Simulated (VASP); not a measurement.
# A VASP study of PbF2 (Fluorocronite) (AM05): structure first, properties next, part 3 of 4

Wanted: the relaxed cell of PbF2 (Fluorocronite) and its properties. The start is a cell from a database of measured crystal structures.

VASP 6.6.1; AM05; plane waves and PAW (Pb_d, F).

So far, gap on the k-mesh (eV): step 2 (full relaxation (AM05)) 4.40. The relaxed cell has a = 5.923 Å (conventional setting).

The database entry behind the starting cell differs from later determinations by our own check (0.1 to 0.3 % short, probably kX units), so it need not match the best structure at ambient conditions.

**5. Density of states (AM05)**

A density of states needs more k-points than a total energy; ISMEAR = -5 takes tetrahedra, and LORBIT projects the states on the PAW spheres. The mesh is finer than in the run before.

Contents of INCAR:

```
SYSTEM = PbF2
PREC = Accurate
ENCUT = 520
EDIFF = 1E-06
NELM = 100
ISMEAR = -5
SIGMA = 0.05
LREAL = .FALSE.
ALGO = Normal
GGA = AM
NBANDS = 27
LORBIT = 11
LWAVE = .FALSE.
LCHARG = .FALSE.
KPAR = 2
NEDOS = 2001
```

Contents of POSCAR:

```
PbF2
1.0
    0.0000000000      2.9614600048      2.9614600048
    2.9614600048      0.0000000000      2.9614600048
    2.9614600048      2.9614600048      0.0000000000
Pb F
1 2
Direct
    0.0000000000      0.0000000000      0.0000000000
    0.2500000000      0.2500000000      0.2500000000
    0.7500000000      0.7500000000      0.7500000000
```

Contents of KPOINTS:

```
Automatic mesh
0
Gamma
12 12 12
0 0 0
```

PAW data sets: Pb_d and F (PBE family, release 64).

Command:

```console
$ mpirun -np 2 vasp_std
```

Log:

```text
[... set-up lines as in an earlier step ...]
 entering main loop
       N       E                     dE             d eps       ncg     rms          rms(c)
DAV:   1     0.290297294619E+03    0.29030E+03   -0.13831E+04  3966   0.119E+03
DAV:   2     0.105081958768E+02   -0.27979E+03   -0.25617E+03  4081   0.358E+02
DAV:   3    -0.153016741285E+02   -0.25810E+02   -0.25499E+02  4575   0.112E+02
DAV:   4    -0.159695454598E+02   -0.66787E+00   -0.66728E+00  4681   0.186E+01
DAV:   5    -0.159895500992E+02   -0.20005E-01   -0.20003E-01  5029   0.335E+00    0.716E+00
DAV:   6    -0.144013771196E+02    0.15882E+01   -0.59108E+00  5616   0.164E+01    0.265E+00
DAV:   7    -0.143912680010E+02    0.10109E-01   -0.33950E-01  4250   0.296E+00    0.154E+00
DAV:   8    -0.143894901204E+02    0.17779E-02   -0.95926E-02  4163   0.270E+00    0.553E-01
DAV:   9    -0.143861228537E+02    0.33673E-02   -0.14667E-02  5073   0.754E-01    0.105E-01
DAV:  10    -0.143876403796E+02   -0.15175E-02   -0.18399E-03  4101   0.311E-01    0.370E-02
DAV:  11    -0.143876229547E+02    0.17425E-04   -0.91710E-05  4437   0.806E-02    0.142E-02
DAV:  12    -0.143876402822E+02   -0.17327E-04   -0.38651E-05  4137   0.534E-02    0.718E-03
DAV:  13    -0.143876409552E+02   -0.67300E-06   -0.52882E-06  4296   0.206E-02
   1 F= -.14387641E+02 E0= -.14387641E+02  d E =0.000000E+00
```

Elapsed: 17 s, on 2 MPI ranks of Intel Xeon 6975P-C (Granite Rapids), shared host; peak memory 0.43 GiB.

From OUTCAR (step 5):

```text
   k-points           NKPTS =     72   k-points in BZ     NKDIM =     72   number of bands    NBANDS=     27

   NELECT =      28.0000    total number of electrons

 E-fermi :   1.8480

 k-point     1 :       0.0000    0.0000    0.0000
  band No.  band energies     occupation
    ...
     10      -0.6360      2.00000
     11      -0.6360      2.00000
     12      -0.1378      2.00000
     13      -0.1378      2.00000
     14      -0.1378      2.00000
     15       8.5777      0.00000
     16       8.5777      0.00000
     17       8.5777      0.00000
     18      12.6280      0.00000
     19      16.9512      0.00000
    ...

  Total        0.0029047      0.0029047      0.0029047      0.0000000      0.0000000     -0.0000000
  in kB        0.0895917      0.0895917      0.0895917      0.0000000      0.0000000     -0.0000000
  external PRESSURE =       0.0895917 kB  Pullay stress =       0.0000000 kB

 POSITION                                       TOTAL-FORCE (eV/Angst)
 -----------------------------------------------------------------------------------
      0.00000      0.00000      0.00000         0.000000     -0.000000      0.000000
      1.48073      1.48073      1.48073        -0.000000      0.000000      0.000000
      4.44219      4.44219      4.44219         0.000000     -0.000000     -0.000000
 -----------------------------------------------------------------------------------
    total drift:                                0.000000     -0.000000      0.000000

  FREE ENERGIE OF THE ION-ELECTRON SYSTEM (eV)
  ---------------------------------------------------
  free  energy   TOTEN  =       -14.3876409552 eV

  energy  without entropy=      -14.3876409552  energy(sigma->0) =      -14.38764096

[... 8 parts as in an earlier step ...]

[... 8 further parts left out ...]
```

Numbers from this step:

* irreducible k-points: 72
* Fermi energy: 1.848 eV
* pressure: 0.008959 GPa

The density of states has structure finer than the step of the table below, so its rows give means over 1 eV, whole bins alone (the curve runs from -12.0 to 12.3 eV). Peaks (eV: height): total -2.8: 5.81, -1.7: 9.04, -0.1: 6.16, 7.7: 7.44; F p -2.8: 3.88, -2.6: 2.95, -1.7: 7.14, -0.1: 3.57; Pb p 5.3: 1.07, 7.2: 1.91, 7.7: 3.53; Pb s -6.4: 1.70, -0.1: 1.77; F s -6.0: 0.0369, 5.2: 0.119, 7.1: 0.0269.

States under -12.0 eV and over 12.3 eV are left out. Density of states against energy, zero at the valence-band top; means over each step; values in states/eV/cell:

```tsv
energy (eV)	total	F p	Pb p	Pb s	F s
-8	0	0	0	0	0
-7	0.0392	0.00822	4.1e-6	0.0188	4.1e-5
-6	1.78	0.337	8.3e-4	0.897	0.0236
-5	0.176	0.0191	1.8e-4	0.102	0.00842
-4	0.498	0.296	0.0310	2.1e-4	5.0e-4
-3	4.11	2.65	0.194	0.00464	0.00856
-2	5.29	4.04	0.0468	0.00813	0.00391
-1	0.526	0.353	0.00408	0.0745	0.00378
0	1.55	0.900	0.00214	0.438	0.00413
1	0	0	0	0	0
2	0	0	0	0	0
3	0	0	0	0	0
4	0.00988	1.4e-4	0.00398	4.0e-5	6.4e-4
5	1.48	0.173	0.509	0.0188	0.0598
6	0.697	0.0937	0.260	0.00645	0.0222
7	2.21	0.307	1.04	0.00167	0.0205
8	1.59	0.302	0.757	1.3e-5	7.5e-4
9	0.0445	0.00415	0.00233	4.3e-5	3.4e-5
10	0.540	0.0263	0.0589	4.1e-4	0.00157
11	0.651	0.0274	0.0686	0.00247	0.00369
```

The gap on this mesh is 4.40 eV. In the top eV of the valence band the largest shares in the PAW spheres are F p 59 % and Pb s 27 %; in the lowest eV of the conduction band, Pb p 34 % and F p 11 %. The rest lies in smaller channels or between the spheres.

**6. Optical spectrum (AM05)**

LOPTICS sums transitions from filled to empty bands. NBANDS is raised for it.

Contents of INCAR:

```
SYSTEM = PbF2
PREC = Accurate
ENCUT = 520
EDIFF = 1E-06
NELM = 100
ISMEAR = 0
SIGMA = 0.05
LREAL = .FALSE.
ALGO = Normal
GGA = AM
NBANDS = 38
LORBIT = 11
LWAVE = .FALSE.
LCHARG = .FALSE.
KPAR = 2
LOPTICS = .TRUE.
NEDOS = 1500
CSHIFT = 0.1
```

POSCAR is that of step 5.

KPOINTS is that of step 5.

Command:

```console
$ mpirun -np 2 vasp_std
```

Log:

```text
[... set-up lines as in an earlier step ...]
 entering main loop
       N       E                     dE             d eps       ncg     rms          rms(c)
DAV:   1     0.288390892549E+03    0.28839E+03   -0.12442E+04  5754   0.850E+02
DAV:   2     0.136730466442E+02   -0.27472E+03   -0.24590E+03  5804   0.287E+02
DAV:   3    -0.151716108806E+02   -0.28845E+02   -0.28404E+02  6428   0.853E+01
DAV:   4    -0.159733375906E+02   -0.80173E+00   -0.80099E+00  6638   0.141E+01
DAV:   5    -0.159897638723E+02   -0.16426E-01   -0.16425E-01  6710   0.218E+00    0.716E+00
DAV:   6    -0.144034868606E+02    0.15863E+01   -0.45491E+00  8046   0.117E+01    0.261E+00
DAV:   7    -0.143927846985E+02    0.10702E-01   -0.28708E-01  6296   0.214E+00    0.156E+00
DAV:   8    -0.143920771017E+02    0.70760E-03   -0.10495E-01  6222   0.200E+00    0.700E-01
DAV:   9    -0.143861767095E+02    0.59004E-02   -0.15043E-02  6428   0.584E-01    0.113E-01
DAV:  10    -0.143876715448E+02   -0.14948E-02   -0.15397E-03  5940   0.245E-01    0.430E-02
DAV:  11    -0.143876231154E+02    0.48429E-04   -0.10306E-04  6700   0.739E-02    0.195E-02
DAV:  12    -0.143876380339E+02   -0.14918E-04   -0.25065E-05  6260   0.339E-02    0.873E-03
DAV:  13    -0.143876409200E+02   -0.28861E-05   -0.48303E-06  6090   0.115E-02    0.259E-03
DAV:  14    -0.143876410663E+02   -0.14630E-06   -0.65428E-07  6116   0.388E-03
   1 F= -.14387641E+02 E0= -.14387641E+02  d E =-.633913E-12
 optical routines
 imaginary and real dielectric function
 recalculating local potential from charge density
 direction            1
 direction            2
 direction            3
```

Run time: 26 s. Hardware: 2 MPI ranks; peak memory 0.7 GiB; 45 s of CPU time.

OUTCAR, selected parts (step 6):

```text
   k-points           NKPTS =     72   k-points in BZ     NKDIM =     72   number of bands    NBANDS=     38

   NELECT =      28.0000    total number of electrons

 E-fermi :   2.0567

 k-point     1 :       0.0000    0.0000    0.0000
  band No.  band energies     occupation
    ...
     10      -0.6360      2.00000
     11      -0.6360      2.00000
     12      -0.1378      2.00000
     13      -0.1378      2.00000
     14      -0.1378      2.00000
     15       8.5776      0.00000
     16       8.5776      0.00000
     17       8.5776      0.00000
     18      12.6286      0.00000
     19      16.9511      0.00000
    ...

  Total        0.0031124      0.0031124      0.0031124     -0.0000000      0.0000000     -0.0000000
  in kB        0.0959967      0.0959967      0.0959967     -0.0000000      0.0000000     -0.0000000
  external PRESSURE =       0.0959967 kB  Pullay stress =       0.0000000 kB

  FREE ENERGIE OF THE ION-ELECTRON SYSTEM (eV)
  ---------------------------------------------------
  free  energy   TOTEN  =       -14.3876410663 eV

  energy  without entropy=      -14.3876410663  energy(sigma->0) =      -14.38764107

 plasma frequency squared (from intraband transitions) (eV^2)
  --------------------------------------------------------------------------------------
       0.000       0.000      -0.000
       0.000       0.000       0.000
      -0.000       0.000       0.000

[... 9 parts as in an earlier step ...]

[... 8 further parts left out ...]
```

These are independent-particle spectra without excitons or local fields, and fine structure depends on the mesh and on CSHIFT.

Numbers from this step:

```
SCF cycles   : 14
bands        : 38
Fermi energy : 2.057 eV
pressure     : 0.009600 GPa
```

The imaginary dielectric function, xx has structure finer than the step of the table below, so its rows give means over 0.5 eV, whole bins alone (the curve runs from 0 to 25.0 eV). Peaks (eV: height): 5.42: 5.82, 7.15: 5.50, 7.82: 6.37, 9.42: 4.23, 11.06: 2.26, 13.10: 1.59, 21.98: 1.70.

Imaginary dielectric function, xx against photon energy; means over each step:

```tsv
photon energy (eV)	imaginary dielectric function, xx
0.5	0.00467
1.0	0.00970
1.5	0.0156
2.0	0.0230
2.5	0.0331
3.0	0.0485
3.5	0.0756
4.0	0.139
4.5	0.540
5.0	2.39
5.5	5.25
6.0	3.09
6.5	3.56
7.0	4.84
7.5	4.67
8.0	5.20
8.5	2.78
9.0	2.38
9.5	3.63
10.0	1.87
10.5	1.58
11.0	1.92
11.5	1.29
12.0	0.862
12.5	0.880
13.0	1.41
13.5	1.25
14.0	1.03
14.5	0.585
15.0	0.392
15.5	0.364
16.0	0.742
16.5	1.20
17.0	1.47
17.5	1.41
18.0	1.31
18.5	1.23
19.0	1.26
19.5	1.44
20.0	1.00
20.5	0.614
21.0	0.752
21.5	1.26
22.0	1.41
22.5	0.466
23.0	0.360
23.5	0.329
24.0	0.287
24.5	0.277
```

Real dielectric function, xx against photon energy:

photon energy (eV), real dielectric function, xx and a bar from the least value:
```
        0       3.59 ################
        1       3.64 ################
        2       3.79 ################
        3       4.13 ##################
        4       4.92 #####################
        5       7.13 ##############################
        6       3.30 ##############
        7       3.75 ################
        8      -0.14 
        9       1.21 ######
       10      -0.23 
       11       0.56 ###
       12       0.36 ##
       13       0.98 #####
       14       0.34 ##
       15       0.85 ####
       16       1.54 #######
       17       1.31 ######
       18       0.67 ####
       19       0.81 ####
       20       0.08 #
       21       0.86 ####
       22       0.07 #
       23       0.24 ##
       24       0.47 ###
```

The mean of ε2 over directions passes 5 % of its top at 4.44 eV, against a least direct gap of 4.55 eV on this mesh; what lies under the gap is the tail of the broadening by CSHIFT.

**7. Electric field gradients (AM05)**

Field gradients probe how far the charge around each nucleus departs from cubic symmetry; LASPH keeps the non-spherical terms inside the spheres.

Contents of INCAR:

```
SYSTEM = PbF2
PREC = Accurate
ENCUT = 520
EDIFF = 1E-07
NELM = 100
ISMEAR = 0
SIGMA = 0.05
LREAL = .FALSE.
ALGO = Normal
GGA = AM
NBANDS = 20
LORBIT = 11
LWAVE = .FALSE.
LCHARG = .FALSE.
KPAR = 2
LEFG = .TRUE.
LASPH = .TRUE.
```

POSCAR is that of step 6.

Contents of KPOINTS:

```
Automatic mesh
0
Gamma
8 8 8
0 0 0
```

Command:

```console
$ mpirun -np 2 vasp_std
```

Log:

```text
[... set-up lines as in an earlier step ...]
 entering main loop
       N       E                     dE             d eps       ncg     rms          rms(c)
DAV:   1     0.302162708402E+03    0.30216E+03   -0.14936E+04  1172   0.161E+03
[... 1 cycle as in an earlier step ...]
DAV:   3    -0.151070504868E+02   -0.28613E+02   -0.28225E+02  1364   0.146E+02
DAV:   4    -0.159625194996E+02   -0.85547E+00   -0.85462E+00  1336   0.266E+01
DAV:   5    -0.159890394905E+02   -0.26520E-01   -0.26517E-01  1460   0.494E+00    0.715E+00
DAV:   6    -0.143986427445E+02    0.15904E+01   -0.76137E+00  1576   0.221E+01    0.265E+00
DAV:   7    -0.143900601046E+02    0.85826E-02   -0.37850E-01  1220   0.394E+00    0.153E+00
DAV:   8    -0.143885565178E+02    0.15036E-02   -0.95839E-02  1196   0.357E+00    0.499E-01
DAV:   9    -0.143860720830E+02    0.24844E-02   -0.17452E-02  1512   0.101E+00    0.102E-01
DAV:  10    -0.143875684579E+02   -0.14964E-02   -0.18060E-03  1176   0.372E-01    0.308E-02
DAV:  11    -0.143875736848E+02   -0.52269E-05   -0.10054E-04  1328   0.983E-02    0.118E-02
DAV:  12    -0.143875905143E+02   -0.16830E-04   -0.36295E-05  1224   0.567E-02    0.819E-03
DAV:  13    -0.143875889960E+02    0.15183E-05   -0.95126E-06  1596   0.341E-02    0.114E-03
DAV:  14    -0.143875890812E+02   -0.85175E-07   -0.56032E-07  1200   0.575E-03
ion   1
     0.0000000     0.0000000     0.0000000    -0.0000000     0.0000000    -0.0000000
     0.0000688     0.0000000     0.0000000    -0.0000000     0.0000000    -0.0000000
     0.0000947     0.0000000     0.0000000    -0.0000000     0.0000000    -0.0000000
     0.0001304     0.0000000     0.0000000    -0.0000000     0.0000000    -0.0000000
     0.0001796     0.0000000     0.0000000    -0.0000000     0.0000000    -0.0000000

     0.0000000     0.0000000     0.0000000    -0.0000000     0.0000000     0.0000000
     0.0000688     0.0000000     0.0000000    -0.0000000     0.0000000     0.0000000
     0.0000947     0.0000000     0.0000000    -0.0000000     0.0000000     0.0000000
     0.0001304     0.0000000     0.0000000    -0.0000000     0.0000000     0.0000000
     0.0001796     0.0000000     0.0000000    -0.0000000     0.0000000     0.0000000

ion   2
     0.0000000     0.0000000    -0.0000000    -0.0000000     0.0000000    -0.0000000
     0.0000310     0.0000000    -0.0000000    -0.0000000     0.0000000    -0.0000000
     0.0000427     0.0000000    -0.0000000    -0.0000000     0.0000000    -0.0000000
     0.0000588     0.0000000    -0.0000000    -0.0000000     0.0000000    -0.0000000
     0.0000810     0.0000000    -0.0000000    -0.0000000     0.0000000    -0.0000000

     0.0000000     0.0000000    -0.0000000    -0.0000000     0.0000000    -0.0000000
     0.0000310     0.0000000    -0.0000000    -0.0000000     0.0000000    -0.0000000
     0.0000427     0.0000000    -0.0000000    -0.0000000     0.0000000    -0.0000000
     0.0000588     0.0000000    -0.0000000    -0.0000000     0.0000000    -0.0000000
     0.0000810     0.0000000    -0.0000000    -0.0000000     0.0000000    -0.0000000

ion   3
     0.0000000    -0.0000000    -0.0000000    -0.0000000     0.0000000     0.0000000
     0.0000310    -0.0000000    -0.0000000    -0.0000000     0.0000000     0.0000000
     0.0000427    -0.0000000    -0.0000000    -0.0000000     0.0000000     0.0000000
     0.0000588    -0.0000000    -0.0000000    -0.0000000     0.0000000     0.0000000
     0.0000810    -0.0000000    -0.0000000    -0.0000000     0.0000000     0.0000000

     0.0000000    -0.0000000    -0.0000000    -0.0000000     0.0000000     0.0000000
     0.0000310    -0.0000000    -0.0000000    -0.0000000     0.0000000     0.0000000
     0.0000427    -0.0000000    -0.0000000    -0.0000000     0.0000000     0.0000000
     0.0000588    -0.0000000    -0.0000000    -0.0000000     0.0000000     0.0000000
     0.0000810    -0.0000000    -0.0000000    -0.0000000     0.0000000     0.0000000

   1 F= -.14387589E+02 E0= -.14387589E+02  d E =-.173425E-11
```

Elapsed: 9.4 s, on 2 MPI ranks; peak memory 0.35 GiB.

Parts of OUTCAR (step 7):

```text
   NELECT =      28.0000    total number of electrons

 E-fermi :   2.0544

 k-point     1 :       0.0000    0.0000    0.0000
  band No.  band energies     occupation
    ...
     10      -0.6361      2.00000
     11      -0.6361      2.00000
     12      -0.1379      2.00000
     13      -0.1379      2.00000
     14      -0.1379      2.00000
     15       8.5777      0.00000
     16       8.5777      0.00000
     17       8.5777      0.00000
     18      12.6287      0.00000
     19      16.9512      0.00000
    ...

  Total        0.0063056      0.0063056      0.0063056     -0.0000000      0.0000000     -0.0000000
  in kB        0.1944872      0.1944872      0.1944872     -0.0000000      0.0000000     -0.0000000
  external PRESSURE =       0.1944872 kB  Pullay stress =       0.0000000 kB

 POSITION                                       TOTAL-FORCE (eV/Angst)
 -----------------------------------------------------------------------------------
      0.00000      0.00000      0.00000         0.000000      0.000000     -0.000000
      1.48073      1.48073      1.48073        -0.000000     -0.000000     -0.000000
      4.44219      4.44219      4.44219         0.000000      0.000000      0.000000
 -----------------------------------------------------------------------------------
    total drift:                                0.000000     -0.000000      0.000000

  FREE ENERGIE OF THE ION-ELECTRON SYSTEM (eV)
  ---------------------------------------------------
  free  energy   TOTEN  =       -14.3875890812 eV

  energy  without entropy=      -14.3875890811  energy(sigma->0) =      -14.38758908

 Electric field gradients after diagonalization (V/A^2)
 (convention: |V_zz| > |V_xx| > |V_yy|)
----------------------------------------------------------------------
 ion       V_xx      V_yy      V_zz     asymmetry (V_yy - V_xx)/ V_zz
----------------------------------------------------------------------
   1       0.001     0.001    -0.002       0.000
   2      -0.002    -0.002     0.003       0.000
   3      -0.002    -0.002     0.003       0.000
----------------------------------------------------------------------

[... 11 parts as in an earlier step ...]

[... 6 further parts left out ...]
```

Numbers from this step:

| Property | Result |
| --- | --- |
| bands | 20 |
| irreducible k-points | 29 |
| Fermi energy | 2.054 eV |
| pressure | 0.01945 GPa |

Electric field gradients, by row:

```tsv
atom	Vxx (V/Å²)	Vyy (V/Å²)	Vzz (V/Å²)	asymmetry
Pb1	0.001	0.001	-0.002	-
F2	-0.002	-0.002	0.003	-
F3	-0.002	-0.002	0.003	-
```

All gradients vanish within the noise.

The run ends at a pressure of 0.02 GPa.

(Continued in part 4 of 4.)

[Lines on the potential files, build, host, timing and source positions are cut from VASP's logs without a mark.]

[Logs are printed without paths, hosts, clocks, repeated set-up lines and the standing remarks that a program may print on its own settings, such as how far it seeks lower states.]

[Hosts, paths, dates, database ids (printed as entryN), source tags and the programs' standing remarks are cut or masked in the printed files.]

[A measured line is paired with the nearest computed mode of its activity, which favours agreement.]
